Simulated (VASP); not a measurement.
VASP input:

INCAR:
```
ALGO=Normal
EDIFF=1E-6
EDIFFG=-0.01
ENCUT=300
IBRION=2
ISIF=3
ISMEAR=0
LASPH=.TRUE.
LCHARG=.FALSE.
LMAXMIX=4
LREAL=.FALSE.
LWAVE=.FALSE.
NELM=100
NSW=50
PREC=Accurate
SIGMA=0.1
SYSTEM=GaCu3
```

File KPOINTS:
```
kpoints
0
G
  5 5 5
```

### POSCAR
```
GaCu3
1.0
  5.1573900000   0.0000000000   0.0000000000
 -2.5786950000   4.4664310000   0.0000000000
  0.0000000000   0.0000000000   4.2012400000
Ga Cu
2 6
Cartesian
 -0.0000025787   2.9776221555   3.1509300000
  2.5786975787   1.4888088445   1.0503100000
 -0.0000000000   1.4773613819   1.0503100000
  2.5786950000   2.9890696181   3.1509300000
  3.8779575823   0.7386806909   3.1509300000
 -1.2992625823   3.7277503091   1.0503100000
  1.2992625823   3.7277503091   1.0503100000
  1.2794324177   0.7386806909   3.1509300000
```

POTCAR, in this order: Ga_d Cu (LDA.64 set). Program: vasp_std.

Q: Write an equivalent input for Quantum ESPRESSO's pw.x.

A: One equivalent input (not run):
```
&CONTROL
  calculation = 'vc-relax'
  pseudo_dir = './pseudo'
  outdir = './out'
  tprnfor = .true.
  tstress = .true.
  nstep = 50
  forc_conv_thr = 0.00039
/
&SYSTEM
  ibrav = 0
  nat = 8
  ntyp = 2
  ecutwfc = 92
  occupations = 'smearing'
  smearing = 'gaussian'
  degauss = 0.00735
  input_dft = 'pz'
/
&ELECTRONS
  conv_thr = 7.3e-08
  electron_maxstep = 100
/
&IONS
/
&CELL
/
ATOMIC_SPECIES
  Ga 69.723 Ga.upf
  Cu 63.546 Cu.upf
CELL_PARAMETERS angstrom
     5.1573900    0.0000000    0.0000000
    -2.5786950    4.4664310    0.0000000
     0.0000000    0.0000000    4.2012400
ATOMIC_POSITIONS crystal
  Ga   0.3333330  0.6666670  0.7500000
  Ga   0.6666670  0.3333330  0.2500000
  Cu   0.1653850  0.3307700  0.2500000
  Cu   0.8346150  0.6692300  0.7500000
  Cu   0.8346150  0.1653850  0.7500000
  Cu   0.1653850  0.8346150  0.2500000
  Cu   0.6692300  0.8346150  0.2500000
  Cu   0.3307700  0.1653850  0.7500000
K_POINTS automatic
  5 5 5 0 0 0
```
Limits of the translation: the potentials are each code's own (VASP's PAW set, PseudoDojo norm-conserving files in pw.x), so ENCUT and ecutwfc are chosen apart and not converted; conv_thr bounds pw.x's estimated SCF error, while EDIFF bounds the energy change between steps; forc_conv_thr acts on force components and is met together with etot_conv_thr.

The structure comes from a computed database's GaCu3 entry (P6_3/mmc); how it stands against other phases isn't given here. This run relaxes it. Symmetry was kept, so distortions that lower it aren't found. The k-mesh is coarse (spacing up to 0.30 per Å, 2π included), so the numbers may not be converged in it. The run is one of a series of settings (EDIFFG = -0.01, IBRION = 2, ISIF = 3, NSW = 50 against the base run), some of them coarse on purpose.
